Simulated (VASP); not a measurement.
Output of a VASP run:

File OSZICAR:
```
       N       E                     dE             d eps       ncg     rms          rms(c)
DAV:   1     0.125691948478E+03    0.12569E+03   -0.10769E+04  1820   0.154E+03
DAV:   2    -0.212727041102E+02   -0.14696E+03   -0.14216E+03  2123   0.360E+02
DAV:   3    -0.275266697770E+02   -0.62540E+01   -0.62185E+01  2974   0.647E+01
DAV:   4    -0.276628683164E+02   -0.13620E+00   -0.13616E+00  2318   0.891E+00
DAV:   5    -0.276663400000E+02   -0.34717E-02   -0.34716E-02  2813   0.110E+00    0.214E+01
DAV:   6    -0.250088283126E+02    0.26575E+01   -0.78352E+00  2158   0.199E+01    0.867E+00
DAV:   7    -0.249785027914E+02    0.30326E-01   -0.89260E-01  2746   0.621E+00    0.308E+00
DAV:   8    -0.249797151316E+02   -0.12123E-02   -0.97625E-02  2195   0.291E+00    0.779E-01
DAV:   9    -0.249769021838E+02    0.28129E-02   -0.16689E-02  2286   0.107E+00    0.141E-01
DAV:  10    -0.249768716626E+02    0.30521E-04   -0.86473E-04  2365   0.274E-01    0.426E-02
DAV:  11    -0.249768849737E+02   -0.13311E-04   -0.31300E-05  2477   0.674E-02    0.128E-02
DAV:  12    -0.249768849311E+02    0.42558E-07   -0.17355E-06  2438   0.138E-02    0.372E-03
DAV:  13    -0.249768849661E+02   -0.34984E-07   -0.30283E-07  2176   0.469E-03
   1 F= -.24976885E+02 E0= -.24976807E+02  d E =-.234835E-03
```

File OUTCAR:
```
------------------------ aborting loop because EDIFF is reached ----------------------------------------
  FORCE on cell =-STRESS in cart. coord.  units (eV):
  Direction    XX          YY          ZZ          XY          YZ          ZX
  --------------------------------------------------------------------------------------
  Total        0.0337249      0.0337250      0.0165067      0.0000000      0.0000000      0.0000000
  in kB        1.7513075      1.7513081      0.8571767      0.0000000      0.0000000      0.0000000
  external PRESSURE =       1.4532641 kB  Pullay stress =       0.0000000 kB
  volume of cell :       30.85
      direct lattice vectors                 reciprocal lattice vectors
     1.584631627 -2.744662959  0.000000000     0.315530746 -0.182171730  0.000000000
     1.584631627  2.744662959  0.000000000     0.315530746  0.182171730  0.000000000
     0.000000000  0.000000000  3.546925630     0.000000000  0.000000000  0.281934302
 POSITION                                       TOTAL-FORCE (eV/Angst)
 -----------------------------------------------------------------------------------
      0.00000      0.00000      0.00000         0.000000      0.000000      0.000000
      1.58463      0.91489      1.77346        -0.000000      0.000000      0.000000
      1.58463     -0.91489      1.77346         0.000000     -0.000000     -0.000000
 -----------------------------------------------------------------------------------
    total drift:                                0.000000      0.000000      0.000000
  FREE ENERGIE OF THE ION-ELECTRON SYSTEM (eV)
  ---------------------------------------------------
  free  energy   TOTEN  =       -24.9768849661 eV

  energy  without entropy=      -24.9766501315  energy(sigma->0) =      -24.97680669
```
(Selected blocks of OUTCAR.)

POSCAR:
```
ZrB2
1
    1.5846316267    -2.7446629585    -0.0000000000
    1.5846316267     2.7446629585    -0.0000000000
    0.0000000000     0.0000000000     3.5469256301
Zr B
1 2
Direct
  1.0000000000   1.0000000000   1.0000000000
  0.3333330000   0.6666670000   0.5000000000
  0.6666670000   0.3333330000   0.5000000000
```

Question: Write an INCAR and KPOINTS that could have produced this output.

Answer: Several could match; the one computed here: the input of the run itself, PBE GGA, plane waves, VASP's PBE PAW potentials (set 64).

### INCAR
```
ALGO  =  Normal
EDIFF  =  1E-7
ENCUT  =  600
GGA  =  PE
ISIF  =  2
ISMEAR  =  1
LASPH  =  T
LCHARG  =  F
LMAXMIX  =  4
LREAL  =  F
LWAVE  =  F
NELM  =  100
PREC  =  Accurate
SIGMA  =  0.1
SYSTEM  =  ZrB2
```

File KPOINTS:
```
K-points
0
G
10 10 8
```

POTCAR, in this order: Zr_sv B (PBE.64 set). Program: vasp_std.

The compound is ZrB2 in the AlB2 type structure. It was relaxed first.
